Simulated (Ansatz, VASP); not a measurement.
# TiTe2 in two plane-wave programs, part 2 of 2

Wanted: the spread between two codes on one cell, functional and k mesh. The cell is taken from a series of runs on this material, whose earlier steps may have relaxed, scaled, displaced or heated it; both programs get it as it stands.

VASP 6.6.1 and Ansatz 0.2.0.

So far: Set-up; VASP: zone-centre phonons, PBE.

## (3) Ansatz: zone-centre phonons, PBE

Level of this step: Ansatz beside VASP: Kohn-Sham DFT, plane waves, PBE (Ansatz).

Ansatz runs on its PAW soft_1 files.

The same cell, functional, mesh and smearing now go to Ansatz, which takes its cutoff from its data sets.

Input file input.yaml:

```yaml
crystal:
  lattice:
    - [3.7801021787, 0.0, 0.0]
    - [-1.8900510893, 3.2736645157, 0.0]
    - [0.0, 0.0, 6.7728417163]
  atoms:
    - { symbol: Ti, position: [0.0, 0.0, 0.0] }
    - { symbol: Te, position: [0.6666666667, 0.3333333333, 0.2541967521] }
    - { symbol: Te, position: [0.3333333333, 0.6666666667, 0.7458032479] }
kpoints:
  mp_grid: { grid: [6, 6, 3] }
hamiltonian:
  xc: pbe
  pseudopotentials: { kind: paw, azcp: { folder: soft_1 } }
scf:
  occupations: { method: methfessel_paxton, width: 0.2 }
output:
  eigenvalues: true
phonons:
  method: dfpt
  qmesh: [2, 2, 1]
  temperatures: { t_max: 1000, t_step: 50 }
  qpath:
    path:
      - [[0.0, 0.0, 0.0], [0.5, 0.0, 0.0], [0.33333333, 0.33333333, 0.0], [0.0, 0.0, 0.0], [0.0, 0.0, 0.5], [0.5, 0.0, 0.5], [0.33333333, 0.33333333, 0.5], [0.0, 0.0, 0.5]]
      - [[0.5, 0.0, 0.5], [0.5, 0.0, 0.0]]
      - [[0.33333333, 0.33333333, 0.5], [0.33333333, 0.33333333, 0.0]]
    npoints: 10
```

Command:

```
> ansatz run input.yaml --threads 4 --pin off --max-ram 12288MiB --backend cpu --events-out ev --progress --plain --runs-dir out
```

Numbers of over 12 decimals in the logs are rounded to 6 here.

Log:

```text
Engine: ansatz 0.2.0, aarch64-unknown-linux-gnu
Pseudopotentials: kind: paw
Pseudopotential: Ti, paw, valence charge 12, recommended cutoff 420 eV (normal), soft_1/Ti.paw.azcp
Pseudopotential: Te, paw, valence charge 16, recommended cutoff 420 eV (normal), soft_1/Te.paw.azcp
Functional definition: PBE
  parameter kappa = 0.804
  parameter beta = 0.066725
  exchange = pbe_x(kappa = kappa, mu = beta*pi^2/3)
  correlation = pbe_c(beta = beta)
Crystal: 3 atoms, lattice volume = 83.812 Å³
Basis set: ecut = 420 eV, 1619 PW (Γ), exchange–correlation on 54×54×96 points (8 copies of the dense FFT grid, shifted against one another)
Bands: 27, of which v1, the nominal top of the filled ones, is band 22 counted from 1 (21 counted from 0)
Symmetry: 12 space group operations
k-points: 17 of 108
Non-local potential: Ti, projectors of the file, l = 0: 3, l = 1: 2, l = 2: 3, l = 3: 1
Non-local potential: Te, projectors of the file, l = 0: 2, l = 1: 2, l = 2: 2, l = 3: 1
PAW form: soft (Blöchl's): semilocal exchange-correlation on the pseudo side does not see the compensation charge
PAW one-centre angular grid: Ti, 590 points (default); XC on 64 Gauss nodes
PAW one-centre angular grid: Te, 590 points (default); XC on 64 Gauss nodes
Initial density: superposition of atomic densities (chi_scale 0.1, normalization cell, long waves kept (reshape's long-wave potential 0.07 eV rms))
Initial wavefunctions: pseudopotential atomic-orbital guess
Functional: x = pbe(κ = 0.804, μ = 0.219515), c = pbe(β = 0.066725)
SCF iter   1: F=—  HF=-16464.831375 eV  |F-HF|=—  |Δ(HF+E_count)|=         —  Δρ=1.35e-1  dr2=4.44e1  ethr=3.10e-3  ⟨swp⟩=5.8  Hψ=1935  notcnv=0
preconditioner: auto → LDOS  [metal: Δε(μ)=0.071 eV  Ē_g=5.461 eV  σ=0.200 eV  W_gap=0.29  n_scr=22 (ndim 8)  ℏωp=16.2 eV  f_vac=0.010  D(μ)=3.36/eV (n_scr^D=34)  β→1.0]
SCF iter   2: F=—  HF=-16462.187910 eV  |F-HF|=—  |Δ(HF+E_count)|=    2.64e0  S|Δr|=    0.00e0  Δρ=4.99e-2  dr2=2.97e0  ethr=3.10e-3  ⟨swp⟩=4.8  Hψ=1232  notcnv=0  defer=2
SCF iter   3: F=—  HF=-16461.911165 eV  |F-HF|=—  |Δ(HF+E_count)|=   2.77e-1  S|Δr|=    0.00e0  Δρ=1.30e-2  dr2=4.26e-1  ethr=3.10e-3  ⟨swp⟩=2.8  Hψ=850  notcnv=0  defer=1
SCF iter   4: F=—  HF=-16461.873743 eV  |F-HF|=—  |Δ(HF+E_count)|=   3.74e-2  S|Δr|=    0.00e0  Δρ=6.39e-3  dr2=5.05e-2  ethr=9.67e-4  ⟨swp⟩=2.2  Hψ=724  notcnv=0  defer=1
SCF iter   5: F=—  HF=-16461.866796 eV  |F-HF|=—  |Δ(HF+E_count)|=   6.95e-3  S|Δr|=    0.00e0  Δρ=1.95e-3  dr2=5.45e-3  ethr=1.15e-4  ⟨swp⟩=2.2  Hψ=576  notcnv=0  defer=1
SCF iter   6: F=—  HF=-16461.866580 eV  |F-HF|=—  |Δ(HF+E_count)|=   2.16e-4  S|Δr|=    0.00e0  Δρ=2.23e-4  dr2=2.15e-5  ethr=1.24e-5  ⟨swp⟩=1.4  Hψ=472  notcnv=0  defer=1
SCF iter   7: F=—  HF=-16461.866592 eV  |F-HF|=—  |Δ(HF+E_count)|=   1.23e-5  S|Δr|=    0.00e0  Δρ=6.78e-5  dr2=6.69e-6  ethr=4.88e-8  ⟨swp⟩=2.1  Hψ=675  notcnv=0  defer=1
SCF iter   8: F=—  HF=-16461.866591 eV  |F-HF|=—  |Δ(HF+E_count)|=   8.78e-7  S|Δr|=    0.00e0  Δρ=1.76e-5  dr2=4.47e-7  ethr=1.52e-8  ⟨swp⟩=1.2  Hψ=461  notcnv=0  defer=1
SCF iter   9: F=—  HF=-16461.866593 eV  |F-HF|=—  |Δ(HF+E_count)|=   2.15e-6  S|Δr|=    0.00e0  Δρ=4.04e-6  dr2=2.02e-8  ethr=1.02e-9  ⟨swp⟩=1.7  Hψ=576  notcnv=0  defer=1
SCF iter  10: F=—  HF=-16461.866593 eV  |F-HF|=—  |Δ(HF+E_count)|=   1.50e-9  S|Δr|=    0.00e0  Δρ=5.71e-7  dr2=2.67e-10  ethr=4.59e-11  ⟨swp⟩=2.6  Hψ=770  notcnv=0  defer=1
SCF iter  11: F=—  HF=-16461.866593 eV  |F-HF|=—  |Δ(HF+E_count)|=  5.46e-11  S|Δr|=    0.00e0  Δρ=1.51e-7  dr2=3.25e-11  ethr=1.00e-12  ⟨swp⟩=2.2  Hψ=622  notcnv=0  defer=1
SCF iter  12: F=-16461.866593 eV  HF=-16461.866593 eV  |F-HF|=1.09e-11  |Δ(HF+E_count)|=    0.00e0  S|Δr|=    0.00e0  Δρ=4.18e-8  dr2=2.04e-12  ethr=1.00e-12  ⟨swp⟩=6.0  Hψ=1892  notcnv=0
SCF 1 converged in 12 iterations: F = -16461.866593 eV  dr2 = 2.04e-12
  greatest PAW one-centre occupation: 0.999 electrons in one spin orbital (limit 2), on the Ti atom at site 0 (counted from 0), in its partial waves of l = 0
phonons: the bands overlap, so this run is a metal and interpolates without the dipole-dipole term. If the crystal is really an insulator or semiconductor, its LO-TO splitting is missing
NSCF: frozen V_eff on 17 k-points
NSCF: frozen V_eff on 34 k-points
DFPT response loops at q = (0, 0, 0) (fractional): preconditioner auto → Kerker (q_TF=auto, 2.450 Å⁻¹) (partly filled bands, converged f_vac=0.023); β = 1.00, the filter's whole step (`scf.mixing.beta` (0.50) is not read by the response loops under this deck's `scf.mixing.preconditioner`; to damp them name `kerker` or `kerker_dos`, under which they read `scf.mixing.beta`, and type it under 1.00, their step now; both keys bind the ground state too); Broyden in place of MSR1
NSCF: frozen V_eff on 68 k-points
DFPT response loops at q = (0, -0.5, 0) (fractional): mixed as the last ones told, above
SCF converged after 12 iterations
Stability not checked: this state was not tested for a lower state beside it, because cold or Methfessel-Paxton smearing, or corrected tetrahedra, fill the levels in a way that the test cannot read (fill_not_monotonic; see scf.lower_state_search)
Free energy (F): -16461.866593 eV
Harris-Foulkes:  -16461.866593 eV  (|F-HF|=1.09e-11)
Internal energy: -16461.863067 eV  (E = F + TS)
E sigma→0 (E₀):  -16461.865712 eV
Entropy (-TS):   -0.003527 eV (-1.176 meV/atom)
Fermi energy:    9.541144 eV
--- Per-component energies (eV) ---
  E_band       = -696.630505
  E_kinetic    = 623.451851
  E_local      = -4456.254297  (includes V_loc(G=0)·N_el)
  E_nonlocal   = 193.271196
  E_hartree    = 2129.410977
  E_xc         = -360.424028
  E_vxc        = -348.510259  (∫ρ·V_xc dr)
  E_paw        = -10385.676201  (= ΣΔE_a)
  E_vpaw       = -967.411099  (= ΣTr[D̂ρ^β])
  E_aug_tail   = 0.000106  (compensation charges beyond the density's cutoff)
  E_ewald      = -4205.642672
  E_smearing   = -0.003527  (= −TS)
  E_closure    = 0.000000  (closes the sum)
  Σ components = -16461.866593   (vs F -16461.866593, Δ=0.00e0)
--- Band table (eV; the first three rows and the last of 17) ---
  k-point 0: bands = [... 18 lower, 7.9901, 9.7467, 9.9144, 9.9896, 9.9896, 10.6582, 10.6582, 12.7166, ... 1 higher]
  k-point 1: bands = [... 18 lower, 8.0223, 8.0223, 9.9849, 9.9849, 10.4573, 10.5035, 10.5035, 12.9311, ... 1 higher]
  k-point 2: bands = [... 18 lower, 8.0198, 8.3751, 9.3489, 9.5608, 9.8486, 10.6286, 10.9115, 12.1863, ... 1 higher]
  k-point 16: bands = [... 18 lower, 5.7774, 6.7369, 7.7057, 7.7057, 10.5789, 10.6789, 10.6789, 12.2094, ... 1 higher]
--- Phonons (Γ-DFPT): 4 representative perturbations + reference (Σ response iterations 14) ---
  ASR residual: 4.076e-5 → 0.000e0 eV/Å²; symmetrization residual: 1.022e-5 eV/Å²
  ASR residual per site (eV/Å²): 4.08e-5 3.27e-5 3.27e-5
  Γ frequencies (cm⁻¹): 0.00 0.00 0.00 94.20 94.20 134.88 170.06 170.06 263.46
--- Phonons (arbitrary-q DFPT): 2 irreducible q on the 2×2×1 mesh ---
  q = [0.0000, 0.0000, 0.0000] (star 1, of the zone-centre solve; hermiticity 1.99e-6, symmetrization 8.45e-11): -0.00 -0.00 0.00 94.20 94.20 134.88 170.06 170.06 263.46
  q = [0.0000, -0.5000, 0.0000] (star 3, 6 solved perturbations on 34 of 108 k-point pairs; hermiticity 2.87e-6, symmetrization 1.78e-10): 81.93 84.53 89.34 95.08 100.92 115.96 133.20 192.12 244.75
  sum rule: each row above includes the acoustic sum rule's correction from the zone centre's row sums; it moved no ω² by more than (0.48 cm⁻¹)²
  mesh force constants: q→R imaginary residual 2.40e-17; ASR residual 4.076e-5 → 0.000e0 eV/Å²; symmetrization residual 7.105e-15 eV/Å²
  interpolated dispersion: 93 rows × 9 modes
  density of states and harmonic sums: on the 20×20×9 q-mesh, interpolated from the force constants of a 2×2×1 supercell (no non-analytic term)
  largest difference from the sums on the solved wave vectors: F 1.62e-1 eV, S 2.26e-4 and C_V 6.46e-5 eV/K
  zero-point energy: 0.069840 eV/cell   skipped modes (ω ≤ 0): 3   left out of the sums: 9.26e-5 of the cell's modes: C_V's classical limit lies that fraction below 3 k_B per atom; for a crystal, a wire or a layer, F and S can be off by more, and a phonons.interpolated_qmesh denser along its periods is the remedy for the sampling
```

## (4) Differences

Known differences besides the potentials themselves: VASP's run holds the zone centre alone; the data sets hold 44 valence electrons in Ansatz (on its PAW soft_1 files) and 24 in VASP; the cutoff is 420 eV in Ansatz and 500 eV in VASP. Total energies have different zeros and are not compared.

The two programs side by side:

```
                  quantity  Ansatz   VASP  difference
optical mode 1 to 2 (cm⁻¹)    94.2   94.3     -0.05 %
     optical mode 3 (cm⁻¹)   134.9  135.0     -0.10 %
optical mode 4 to 5 (cm⁻¹)   170.1  171.8     -1.04 %
     optical mode 6 (cm⁻¹)   263.5  265.4     -0.74 %
```

Modes are paired by rising frequency, not by their patterns, so a pair may set unlike modes beside each other; they are those without the splitting of longitudinal modes.

## (5) What came out

```json
{
  "r.m.s. difference of the optical zone-centre modes, each program's sorted by frequency (zone-centre phonons, PBE)": "1.3 cm⁻¹",
  "difference in optical mode 4 to 5 (zone-centre phonons, PBE)": "-1.0 %"
}
```

What this shows: The r.m.s. difference of the optical zone-centre modes, each program's sorted by frequency is 1.3 cm⁻¹ (zone-centre phonons, PBE). The data sets hold unlike numbers of valence electrons (44 in Ansatz and 24 in VASP), so part of the differences comes from the potentials. Among the rows given in per cent, the largest difference of the zone-centre phonons, PBE pair is in optical mode 4 to 5, -1.0 %. 1 further run of this series is not shown here. Such differences can come from data sets, numerical settings and the points named under the comparisons, not from the functional's error against experiment.

[Lines on the potential files, build, host, timing and source positions are cut from VASP's logs without a mark.]

[Logs are printed without paths, hosts, clocks, repeated set-up lines and the standing remarks that a program may print on its own settings, such as how far it seeks lower states.]

[Hosts, paths, dates, database ids (printed as entryN), source tags and the programs' standing remarks are cut or masked in the printed files.]
